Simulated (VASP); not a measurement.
# Na2ZrS2 (I4/mmm) in VASP: further runs, part 2 of 2

VASP 6.6.1. The steps go on from the part before.

## Step 3: Relaxation of cell and atoms, PBE

INCAR reads:

```
SYSTEM = Na2ZrS2
ALGO = Normal ; EDIFF = 1E-6
EDIFFG = -0.005 ; ENCUT = 600
GGA = PE ; IBRION = 2
ISIF = 3 ; ISMEAR = -1
LASPH = .True. ; LCHARG = .False.
LREAL = .False. ; LWAVE = .False.
NELM = 80 ; NSW = 40
PREC = Accurate ; SIGMA = 0.05
```

KPOINTS reads:

```
k-points
0
Gamma
  6 6 6
  0 0 0
```

POSCAR reads:

```
Na2ZrS2
1.0
   -2.4761800000      2.4761800000      4.0403500000
    2.4761800000     -2.4761800000      4.0403500000
    2.4761800000      2.4761800000     -4.0403500000
Na Zr S
2 1 2
Direct
    0.3567700000      0.3567700000      0.0000000000
    0.6432300000      0.6432300000      0.0000000000
    0.0000000000      0.0000000000      0.0000000000
    0.7500000000      0.2500000000      0.5000000000
    0.2500000000      0.7500000000      0.5000000000
```

Potentials or basis: VASP PAW PBE potentials, release 64 (Na_pv, Zr_sv, S).

On the command line:

```bash
$ cat potpaw_PBE.64/Na_pv/POTCAR potpaw_PBE.64/Zr_sv/POTCAR potpaw_PBE.64/S/POTCAR > POTCAR
$ mpirun -np 1 vasp_std > vasp.out
```

OUTCAR:

```text
SYSTEM = Na2ZrS2
   EDIFF = 1E-6
   EDIFFG = -0.005
   ENCUT = 600
   GGA = PE
   IBRION = 2
   ISIF = 3
   ISMEAR = -1
   LASPH = .True.
   LREAL = .False.
   NELM = 80
   NSW = 40
   PREC = Accurate

 ion  position               nearest neighbor table
   1  0.357  0.357  0.000-   2 2.31   5 2.62   4 2.62   4 2.62   5 2.62   3 2.88
   2  0.643  0.643  0.000-   1 2.31   4 2.62   5 2.62   4 2.62   5 2.62   3 2.88
   3  0.000  0.000  0.000-   1 2.88   2 2.88   4 3.20   5 3.20   4 3.20   5 3.20   4 3.20   5 3.20
                             4 3.20   5 3.20
   4  0.750  0.250  0.500-   1 2.62   2 2.62   1 2.62   2 2.62   3 3.20   3 3.20   3 3.20   3 3.20

   5  0.250  0.750  0.500-   1 2.62   2 2.62   1 2.62   2 2.62   3 3.20   3 3.20   3 3.20   3 3.20

  LATTYP: Found a body centered tetragonal cell.
 ALAT       =     4.9523600000
 C/A-ratio  =     1.6316867110

  Lattice vectors:

 A1 = (  -2.4761800000,   2.4761800000,   4.0403500000)
 A2 = (   2.4761800000,  -2.4761800000,   4.0403500000)
 A3 = (   2.4761800000,   2.4761800000,  -4.0403500000)

Analysis of symmetry for initial positions (statically):
=====================================================================
 Subroutine PRICEL returns:
 Original cell was already a primitive cell.

 Routine SETGRP: Setting up the symmetry group for a
 body centered tetragonal supercell.

 Subroutine GETGRP returns: Found 16 space group operations
 (whereof 16 operations were pure point group operations)
 out of a pool of 16 trial point group operations.

The static configuration has the point symmetry D_4h.

Analysis of symmetry for dynamics (positions and initial velocities):
=====================================================================
 Subroutine PRICEL returns:
 Original cell was already a primitive cell.

 Routine SETGRP: Setting up the symmetry group for a
 body centered tetragonal supercell.

 Subroutine GETGRP returns: Found 16 space group operations
 (whereof 16 operations were pure point group operations)
 out of a pool of 16 trial point group operations.
[... 137 lines left out ...]
   LRPA    =     F    only Hartree local field effects (RPA)
 conjugate gradient relaxation of ions
 non-spin polarized calculation
  energy-cutoff  :      600.00
  volume of cell :       99.09
 maximum number of plane-waves:      3336
 NGX is ok and might be reduce to    48
   NGX = 21   NGY = 21   NGZ = 21

--------------------------------------- Ionic step        1  -------------------------------------------

 number of electron      38.0000001 magnetization

 Free energy of the ion-electron system (eV)
  ---------------------------------------------------
  ext. energy  EPLUGINS =         0.00000000
  ---------------------------------------------------
  free energy    TOTEN  =       -20.59860761 eV

  energy without entropy =      -20.55235112  energy(sigma->0) =      -20.57547937

------------------------ aborting loop because EDIFF is reached ----------------------------------------

  FORCE on cell =-STRESS in cart. coord.  units (eV):
  Direction    XX          YY          ZZ          XY          YZ          ZX
  --------------------------------------------------------------------------------------
  -------------------------------------------------------------------------------------
  Total       -1.4863945     -1.4863945      0.8359608      0.0000000     -0.0000000      0.0000000
  in kB      -24.0326280    -24.0326280     13.5161522      0.0000000     -0.0000000      0.0000000
  external PRESSURE =     -11.5163679 kB  Pullay stress =       0.0000000 kB
[... 221 lines left out ...]
--------------------------------------- Ionic step        7  -------------------------------------------

 number of electron      37.9999991 magnetization

 Free energy of the ion-electron system (eV)
  ---------------------------------------------------
  ext. energy  EPLUGINS =         0.00000000
  ---------------------------------------------------
  free energy    TOTEN  =       -20.62685925 eV

  energy without entropy =      -20.58617155  energy(sigma->0) =      -20.60651540

 E-fermi :   5.8047     XC(G=0):  -9.7765

 val. band max:        5.8031821605   @ k =   0.0000   0.0000   0.0000
 cond. band min:       5.8234990051   @ k =  -0.3333   0.3333   0.0000
 fundamental gap:      0.0203168446
 Fermi energy:         5.8046512426

 k-point     1 :       0.0000    0.0000    0.0000
  band No.  band energies     occupation
      1     -44.5808      2.00000
      2     -22.6081      2.00000
      3     -22.5252      2.00000
      4     -22.5252      2.00000
      5     -19.1010      2.00000
      6     -18.6634      2.00000
[... 613 lines left out ...]
     22       7.2057      0.00000
     23       7.5548      0.00000

 [... further k-points ...]

------------------------ aborting loop because EDIFF is reached ----------------------------------------

  FORCE on cell =-STRESS in cart. coord.  units (eV):
  Direction    XX          YY          ZZ          XY          YZ          ZX
  --------------------------------------------------------------------------------------
  -------------------------------------------------------------------------------------
  Total        0.0077223      0.0077223     -0.0100199      0.0000000     -0.0000000      0.0000000
  in kB        0.1275518      0.1275518     -0.1655024      0.0000000     -0.0000000      0.0000000
  external PRESSURE =       0.0298670 kB  Pullay stress =       0.0000000 kB
[... 20 lines left out ...]
  FREE ENERGIE OF THE ION-ELECTRON SYSTEM (eV)
  ---------------------------------------------------
  free  energy   TOTEN  =       -20.6268592529 eV

  energy  without entropy=      -20.5861715498  energy(sigma->0) =      -20.60651540

 reached required accuracy - stopping structural energy minimisation
```

OSZICAR:

```text
N       E                     dE             d eps       ncg     rms          rms(c)
DAV:   1     0.421683362514E+03    0.42168E+03   -0.20655E+04  1380   0.197E+03
DAV:   2     0.203144893643E+02   -0.40137E+03   -0.39471E+03  1443   0.507E+02
[... 58 lines left out ...]
DAV:   1    -0.206270960850E+02   -0.26169E-03   -0.18289E-02  2077   0.109E+00    0.111E-01
DAV:   2    -0.206268964706E+02    0.19961E-03   -0.55279E-04  1734   0.201E-01    0.454E-02
DAV:   3    -0.206268542849E+02    0.42186E-04   -0.24260E-04  1958   0.107E-01    0.232E-02
DAV:   4    -0.206268566417E+02   -0.23568E-05   -0.17063E-05  1778   0.226E-02    0.116E-02
DAV:   5    -0.206268584730E+02   -0.18313E-05   -0.27507E-06  1536   0.141E-02    0.447E-03
DAV:   6    -0.206268592529E+02   -0.77981E-06   -0.11844E-06  1100   0.690E-03
   7 F= -.20626859E+02 E0= -.20606515E+02  d E =-.185043E-03
```

CONTCAR:

```text
Na2ZrS2
   1.00000000000000
    -2.4376714289007415    2.4376714289007415    4.0809284938445947
     2.4376714289007415   -2.4376714289007415    4.0809284938445947
     2.4376714289007415    2.4376714289007415   -4.0809284938445947
  Na              Zr              S
     2     1     2
Direct
     0.3585782307215289    0.3585782307215289    0.0000000000000000
     0.6414217692784711    0.6414217692784711    0.0000000000000000
     0.0000000000000000    0.0000000000000000    0.0000000000000000
     0.7500000000000000    0.2500000000000000    0.5000000000000000
     0.2500000000000000    0.7500000000000000    0.5000000000000000

  0.00000000E+00  0.00000000E+00  0.00000000E+00
  0.00000000E+00  0.00000000E+00  0.00000000E+00
  0.00000000E+00  0.00000000E+00  0.00000000E+00
  0.00000000E+00  0.00000000E+00  0.00000000E+00
  0.00000000E+00  0.00000000E+00  0.00000000E+00
```

Run time: 11 min. Hardware: 1 thread of AMD EPYC 7R13 (Zen 3), shared host; peak memory 0.34 GiB.

Results:

```
Free energy                            : -20.6269 eV
Relaxed volume                         : 19.40 Å³/atom
Relaxed cell                           : a = 5.342 Å, b = 5.342 Å, c = 5.342 Å, α = 125.70°, β = 125.70°, γ = 80.38°
Space group after relaxing (to 0.05 Å) : I4/mmm (No. 139)
Energy gained by relaxing              : 5.7 meV/atom
Ionic steps                            : 7
Pressure after relaxing                : 0.0 GPa
Band gap on the k mesh                 : none (metal or under the smearing width)
```

The path:
| step | energy change (eV) | largest force (eV/Å) | pressure (GPa) | volume (Å³) |
| --- | --- | --- | --- | --- |
| 1 | 0.0000 | 0.0487 | -1.15 | 99.09 |
| 2 | -0.0267 | 0.1054 | 0.06 | 97.05 |
| 3 | -0.0268 | 0.1095 | 0.16 | 96.91 |
| 4 | -0.0279 | 0.0554 | 0.01 | 97.13 |
| 5 | -0.0281 | 0.0205 | -0.11 | 97.27 |
| 6 | -0.0282 | 0.0071 | -0.03 | 97.09 |
| 7 | -0.0283 | 0.0004 | 0.00 | 97.00 |

Final structure:
```cif
data_structure
_symmetry_space_group_name_H-M 'P 1'
_symmetry_Int_Tables_number 1
_cell_length_a 5.3421
_cell_length_b 5.3421
_cell_length_c 5.3421
_cell_angle_alpha 125.702
_cell_angle_beta 125.702
_cell_angle_gamma 80.379
_cell_volume 97.00
loop_
_atom_site_label
_atom_site_type_symbol
_atom_site_fract_x
_atom_site_fract_y
_atom_site_fract_z
_atom_site_occupancy
Na1 Na 0.35858 0.35858 0.00000 1
Na2 Na 0.64142 0.64142 0.00000 1
Zr1 Zr 0.00000 0.00000 0.00000 1
S1 S 0.75000 0.25000 0.50000 1
S2 S 0.25000 0.75000 0.50000 1
```
